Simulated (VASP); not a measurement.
# Cs2Sb6Pd (Fm-3m) in VASP: further runs

Aim: see how the results for Cs2Sb6Pd move with the level of theory and the settings. Levels: PBEsol, PBEsol+U. Tasks: single point.

Program: VASP 6.6.1. These are calculated values, not measurements. Logs are shortened: lines on timing, memory, paths and dates and some standing lists are left out, and cuts for length are marked.

## 1. Starting point

It takes space group Fm-3m (No. 225, cubic). Conventional cell: a = 10.173 Å, b = 10.173 Å, c = 10.173 Å, α = 90.00°, β = 90.00°, γ = 90.00°. Around Pd (site symmetry m-3m) lie 6 Sb at 2.44 Å. Cs (site symmetry -43m) has 12 Sb at 3.60 Å as nearest neighbours. Sb (site symmetry 4mm) is surrounded by 1 Pd at 2.44 Å.

The cell was built by a generator and needn't be a form met in nature.

## 2. Single point, PBEsol

Input file INCAR:

```
PREC     = Accurate       # precision mode
ENCUT    = 520            # plane-wave cutoff, eV
EDIFF    = 1E-6           # SCF threshold, eV
ISMEAR   = -1             # smearing method
SIGMA    = 0.1            # smearing width, eV
LREAL    = False          # projectors in reciprocal space
LASPH    = True           # aspherical terms in the spheres
NELM     = 60             # most SCF steps
ALGO     = Normal         # electronic algorithm
ISIF     = 2              # what is computed and relaxed
LWAVE    = False          # write WAVECAR
LCHARG   = True           # write CHGCAR
GGA      = PS             # functional
LELF     = True           # ELF
LVHAR    = True         
NBANDS   = 39             # bands
```

Input file KPOINTS:

```
regular mesh
0
Gamma
  3 3 3
```

Input file POSCAR:

```
Cs2Sb6Pd
1.0
    0.0000000000      5.0867000000      5.0867000000
    5.0867000000      0.0000000000      5.0867000000
    5.0867000000      5.0867000000      0.0000000000
Pd Cs Sb
1 2 6
Direct
    0.0000000000      0.0000000000      0.0000000000
    0.2500000000      0.2500000000      0.2500000000
    0.7500000000      0.7500000000      0.7500000000
    0.7600000000      0.2400000000      0.2400000000
    0.2400000000      0.7600000000      0.2400000000
    0.2400000000      0.7600000000      0.7600000000
    0.7600000000      0.2400000000      0.7600000000
    0.2400000000      0.2400000000      0.7600000000
    0.7600000000      0.7600000000      0.2400000000
```

Potentials or basis: VASP PAW PBE potentials, release 64 (Pd, Cs_sv, Sb).

The run is started by

```
$ cat potpaw_PBE.64/Pd/POTCAR potpaw_PBE.64/Cs_sv/POTCAR potpaw_PBE.64/Sb/POTCAR > POTCAR
$ mpirun -np 1 vasp_std > vasp.out
```

OUTCAR:

```text
PREC = Accurate
   ENCUT = 520
   EDIFF = 1E-6
   ISMEAR = -1
   LREAL = False
   LASPH = True
   NELM = 60
   ISIF = 2
   GGA = PS

 ion  position               nearest neighbor table
   1  0.000  0.000  0.000-   4 2.44   5 2.44   6 2.44   7 2.44   8 2.44   9 2.44
   2  0.250  0.250  0.250-
   3  0.750  0.750  0.750-
   4  0.760  0.240  0.240-   1 2.44   5 3.45   7 3.45   8 3.45   9 3.45   7 3.74   9 3.74   5 3.74
                             8 3.74
   5  0.240  0.760  0.240-   1 2.44   4 3.45   6 3.45   8 3.45   9 3.45   6 3.74   9 3.74   4 3.74
                             8 3.74
   6  0.240  0.760  0.760-   1 2.44   5 3.45   7 3.45   8 3.45   9 3.45   7 3.74   9 3.74   5 3.74
                             8 3.74
   7  0.760  0.240  0.760-   1 2.44   4 3.45   6 3.45   8 3.45   9 3.45   9 3.74   4 3.74   6 3.74
                             8 3.74
   8  0.240  0.240  0.760-   1 2.44   4 3.45   5 3.45   6 3.45   7 3.45   4 3.74   6 3.74   5 3.74
                             7 3.74
   9  0.760  0.760  0.240-   1 2.44   4 3.45   5 3.45   6 3.45   7 3.45   7 3.74   4 3.74   6 3.74
                             5 3.74

  LATTYP: Found a face centered cubic cell.
 ALAT       =    10.1734000000

  Lattice vectors:

 A1 = (   0.0000000000,   5.0867000000,   5.0867000000)
 A2 = (   5.0867000000,   0.0000000000,   5.0867000000)
 A3 = (   5.0867000000,   5.0867000000,   0.0000000000)

Analysis of symmetry for initial positions (statically):
=====================================================================
 Subroutine PRICEL returns:
 Original cell was already a primitive cell.

 Routine SETGRP: Setting up the symmetry group for a
 face centered cubic supercell.

 Subroutine GETGRP returns: Found 48 space group operations
 (whereof 48 operations were pure point group operations)
 out of a pool of 48 trial point group operations.

The static configuration has the point symmetry O_h .

Analysis of symmetry for dynamics (positions and initial velocities):
=====================================================================
 Subroutine PRICEL returns:
 Original cell was already a primitive cell.

 Routine SETGRP: Setting up the symmetry group for a
 face centered cubic supercell.

 Subroutine GETGRP returns: Found 48 space group operations
 (whereof 48 operations were pure point group operations)
 out of a pool of 48 trial point group operations.

The dynamic configuration has the point symmetry O_h .

 Subroutine INISYM returns: Found 48 space group operations
[... 90 lines left out ...]
   EDIFF  = 0.1E-05   stopping-criterion for ELM
   LREAL  =      F    real-space projection
[... 7 lines left out ...]
   TEBEG  =    0.0;   TEEND  =   0.0 temperature during run
   PSTRESS=    0.0 pullay stress
   NELECT =      58.0000    total number of electrons
   NUPDOWN=      -1.0000    fix difference up-down
   EMIN   =  10.00;   EMAX   =-10.00  energy-range for DOS
   EFERMI =   0.00;   METHOD = LEGACY
   ISMEAR =    -1;   SIGMA  =   0.10  broadening in eV -4-tet -1-fermi 0-gaus
   EFERMI_NEDOS =   21; number of points for ismear=-14 and -15
   IALGO  =     38    algorithm
   IMIX   =      4    mixing-type and parameters
     AMIX     =   0.40;   BMIX     =  1.00
     AMIX_MAG =   1.60;   BMIX_MAG =  1.00
  volume/ion in A,a.u.               =      29.25       197.38
  Fermi-wavevector in a.u.,A,eV,Ry     =   0.988791  1.868545 13.302532  0.977709
  Thomas-Fermi vector in A             =   2.120344
   LORBIT       =      0    0 simple, 1 ext, 2 COOP (PROOUT), +10 PAW based schemes
   GGA     = PS    functional components
   LHFCALC =     F    Hartree Fock is set to
   AEXX    =    0.0000 exact exchange contribution
   IVDW    =     0    specifies the selected vdW correction
   LEPSILON=     F    determine dielectric tensor
   LRPA    =     F    only Hartree local field effects (RPA)
 non-spin polarized calculation
  energy-cutoff  :      520.00
  volume of cell :      263.23
 maximum number of plane-waves:      7150
 NGX is ok and might be reduce to    54
   NGX = 27   NGY = 27   NGZ = 27

 number of electron      58.0000001 magnetization

 Free energy of the ion-electron system (eV)
  ---------------------------------------------------
  ext. energy  EPLUGINS =         0.00000000
  ---------------------------------------------------
  free energy    TOTEN  =       -33.24004583 eV

  energy without entropy =      -33.03408672  energy(sigma->0) =      -33.13706627

 E-fermi :   6.1862     XC(G=0):  -9.9373

 val. band max:        6.0705667509   @ k =  -0.3333   0.3333   0.0000
 cond. band min:       6.2537585442   @ k =   0.3333   0.3333   0.0000
 fundamental gap:      0.1831917933
 Fermi energy:         6.1862422477

 k-point     1 :       0.0000    0.0000    0.0000
  band No.  band energies     occupation
      1     -15.1379      2.00000
      2     -15.0955      2.00000
      3      -5.2988      2.00000
      4      -3.0217      2.00000
      5      -3.0217      2.00000
      6      -3.0217      2.00000
[... 157 lines left out ...]
     38      10.5422      0.00000
     39      10.9407      0.00000

------------------------ aborting loop because EDIFF is reached ----------------------------------------

  FORCE on cell =-STRESS in cart. coord.  units (eV):
  Direction    XX          YY          ZZ          XY          YZ          ZX
  --------------------------------------------------------------------------------------
  -------------------------------------------------------------------------------------
  Total       13.5500522     13.5500522     13.5500522     -0.0000000     -0.0000000      0.0000000
  in kB       82.4732634     82.4732634     82.4732634     -0.0000000     -0.0000000      0.0000000
  external PRESSURE =      82.4732634 kB  Pullay stress =       0.0000000 kB

 VOLUME and BASIS-vectors are now :
 -----------------------------------------------------------------------------
  energy-cutoff  :      520.00
  volume of cell :      263.23
      direct lattice vectors                 reciprocal lattice vectors
     0.000000000  5.086700000  5.086700000    -0.098295555  0.098295555  0.098295555
     5.086700000  0.000000000  5.086700000     0.098295555 -0.098295555  0.098295555
     5.086700000  5.086700000  0.000000000     0.098295555  0.098295555 -0.098295555

 POSITION                                       TOTAL-FORCE (eV/Angst)
 -----------------------------------------------------------------------------------
      0.00000      0.00000      0.00000        -0.000000      0.000000      0.000000
      2.54335      2.54335      2.54335         0.000000      0.000000      0.000000
      7.63005      7.63005      7.63005         0.000000      0.000000      0.000000
      2.44162      5.08670      5.08670         2.660106      0.000000      0.000000
      5.08670      2.44162      5.08670        -0.000000      2.660106      0.000000
      7.73178      5.08670      5.08670        -2.660106      0.000000      0.000000
      5.08670      7.73178      5.08670        -0.000000     -2.660106      0.000000
      5.08670      5.08670      2.44162        -0.000000      0.000000      2.660106
      5.08670      5.08670      7.73178        -0.000000      0.000000     -2.660106
 -----------------------------------------------------------------------------------
    total drift:                                0.000000      0.000000     -0.000000

  FREE ENERGIE OF THE ION-ELECTRON SYSTEM (eV)
  ---------------------------------------------------
  free  energy   TOTEN  =       -33.2400458300 eV

  energy  without entropy=      -33.0340867190  energy(sigma->0) =      -33.13706627
```

OSZICAR:

```text
N       E                     dE             d eps       ncg     rms          rms(c)
DAV:   1     0.372825224971E+03    0.37283E+03   -0.21356E+04   312   0.123E+03
DAV:   2     0.210875452328E+01   -0.37072E+03   -0.35860E+03   356   0.226E+02
DAV:   3    -0.329490602901E+02   -0.35058E+02   -0.34313E+02   378   0.735E+01
DAV:   4    -0.337268678363E+02   -0.77781E+00   -0.77434E+00   377   0.120E+01
DAV:   5    -0.337370265928E+02   -0.10159E-01   -0.10158E-01   378   0.152E+00    0.138E+01
DAV:   6    -0.334023369690E+02    0.33469E+00   -0.16966E+00   362   0.920E+00    0.760E+00
DAV:   7    -0.332945535472E+02    0.10778E+00   -0.69753E-01   342   0.689E+00    0.362E+00
DAV:   8    -0.332419775008E+02    0.52576E-01   -0.11258E-01   341   0.236E+00    0.373E-01
DAV:   9    -0.332402197929E+02    0.17577E-02   -0.31236E-02   354   0.101E+00    0.224E-01
DAV:  10    -0.332400621623E+02    0.15763E-03   -0.61943E-03   348   0.534E-01    0.645E-02
DAV:  11    -0.332400473669E+02    0.14795E-04   -0.16445E-04   376   0.912E-02    0.361E-02
DAV:  12    -0.332400463680E+02    0.99891E-06   -0.34024E-05   371   0.273E-02    0.165E-02
DAV:  13    -0.332400458107E+02    0.55732E-06   -0.11100E-05   377   0.196E-02    0.403E-03
DAV:  14    -0.332400458300E+02   -0.19262E-07   -0.89912E-07   198   0.410E-03
   1 F= -.33240046E+02 E0= -.33137066E+02  d E =-.205959E+00
```

stdout:

```text
POSCAR found type information on POSCAR PdCsSb
 POSCAR found :  3 types and       9 ions
 scaLAPACK will be used
 -----------------------------------------------------------------------------
|                                                                             |
|                                                                             |
|     You enforced a specific xc type in the INCAR file but a different       |
|     I HOPE YOU KNOW WHAT YOU ARE DOING!                                     |
|                                                                             |
 -----------------------------------------------------------------------------

 LDA part: xc-table for (Slater+PW92), standard interpolation
 POSCAR, INCAR and KPOINTS ok, starting setup
 FFT: planning ... GRIDC
 FFT: planning ... GRID_SOFT
 FFT: planning ... GRID
 WAVECAR not read
 entering main loop
```

Wall time 74 s (1 thread of Intel Xeon 6975P-C (Granite Rapids), shared host); peak memory 0.39 GiB.

Results:

| Quantity | Value |
| --- | --- |
| Free energy | -33.2400 eV |
| Pressure | 8.2 GPa |
| Largest force | 2.660 eV/Å |
| Band gap on the k mesh | none (metal or under the smearing width) |

Forces on the atoms (eV/Å):
```
Pd   0.000  0.000  0.000
Cs   0.000  0.000  0.000
Cs   0.000  0.000  0.000
Sb   2.660  0.000  0.000
Sb   0.000  2.660  0.000
Sb  -2.660  0.000  0.000
Sb   0.000 -2.660  0.000
Sb   0.000  0.000  2.660
Sb   0.000  0.000 -2.660
```

Caveat: the PAW data sets were made with another functional, which shifts forces and pressure a little. Spin-orbit coupling is left out, which matters for the levels of Cs, Sb.

## 3. Single point, PBEsol

Input file INCAR:

```
PREC = Accurate ; ENCUT = 520
EDIFF = 1E-6 ; ISMEAR = -1
SIGMA = 0.1 ; LREAL = F
LASPH = T ; NELM = 60
ALGO = Fast ; ISIF = 2
LWAVE = F ; LCHARG = F
GGA = PS ; ISYM = 0
NBANDS = 39
```

Input file KPOINTS:

```
Automatic mesh
0
Gamma
  3 3 3
```

POSCAR is that of step 2.

Potentials or basis: VASP PAW PBE potentials, release 64 (Pd, Cs_sv, Sb).

The run is started by

```
$ cat potpaw_PBE.64/Pd/POTCAR potpaw_PBE.64/Cs_sv/POTCAR potpaw_PBE.64/Sb/POTCAR > POTCAR
$ mpirun -np 1 vasp_std > vasp.out
```

It took 2.7 min on 1 thread of Intel Xeon 6975P-C (Granite Rapids), shared host; peak memory 0.45 GiB.

It converged, with:

| Quantity | Value |
| --- | --- |
| Free energy | -33.2400 eV |
| Pressure | 8.2 GPa |
| Largest force | 2.660 eV/Å |
| Band gap on the k mesh | none (metal or under the smearing width) |

Forces on the atoms (eV/Å):
```
Pd   0.000  0.000  0.000
Cs   0.000  0.000  0.000
Cs   0.000  0.000  0.000
Sb   2.660  0.000  0.000
Sb   0.000  2.660  0.000
Sb  -2.660  0.000  0.000
Sb   0.000 -2.660  0.000
Sb   0.000  0.000  2.660
Sb   0.000  0.000 -2.660
```

Levels at points of the mesh, in eV from the Fermi level:
| k point | band 26 | band 27 | band 28 | band 29 | band 30 | band 31 | band 32 | band 33 |
| --- | --- | --- | --- | --- | --- | --- | --- | --- |
| (0.00, 0.00, 0.00) | -1.33 | 0.10 | 0.10 | 0.10 | 2.35 | 2.35 | 2.35 | 2.70 |

Caveat: the PAW data sets were made with another functional, which shifts forces and pressure a little. Spin-orbit coupling is left out, which matters for the levels of Cs, Sb.

## 4. Single point, PBEsol

Input file INCAR:

```
PREC = Accurate
ENCUT = 520
EDIFF = 1E-7
ISMEAR = -1
SIGMA = 0.1
LREAL = F
LASPH = T
NELM = 100
ALGO = Normal
ISIF = 2
LWAVE = F
LCHARG = F
GGA = PS
NBANDS = 39
NELECT = 57.0
```

KPOINTS is that of step 3.

POSCAR is that of step 3.

The run is started by

```
$ cat potpaw_PBE.64/Pd/POTCAR potpaw_PBE.64/Cs_sv/POTCAR potpaw_PBE.64/Sb/POTCAR > POTCAR
$ mpirun -np 1 vasp_std > vasp.out
```

It took 89 s on 1 thread of Intel Xeon 6975P-C (Granite Rapids), shared host; peak memory 0.4 GiB.

It converged, with:

| Item | Value |
| --- | --- |
| Free energy | -39.3563 eV |
| Largest force | 2.590 eV/Å |
| Band gap on the k mesh | none (metal or under the smearing width) |

Forces in eV/Å, atoms in the order of the input:
```
Pd   0.000  0.000  0.000
Cs   0.000  0.000  0.000
Cs   0.000  0.000  0.000
Sb   2.590  0.000  0.000
Sb   0.000  2.590  0.000
Sb  -2.590  0.000  0.000
Sb   0.000 -2.590  0.000
Sb   0.000  0.000  2.590
Sb   0.000  0.000 -2.590
```

Levels at points of the mesh, in eV from the Fermi level:
```csv
k point,band 25,band 26,band 27,band 28,band 29,band 30
"(0.00, 0.00, 0.00)",-1.16,-1.16,0.24,0.24,0.24,2.48
```

Caveat: the cell carries a net charge on a neutralising background, which shifts energy and pressure; the cell is charged against a uniform background, so pressure and absolute levels hang on convention; the PAW data sets were made with another functional, which shifts forces and pressure a little.

(Continued in part 2 of 2.)
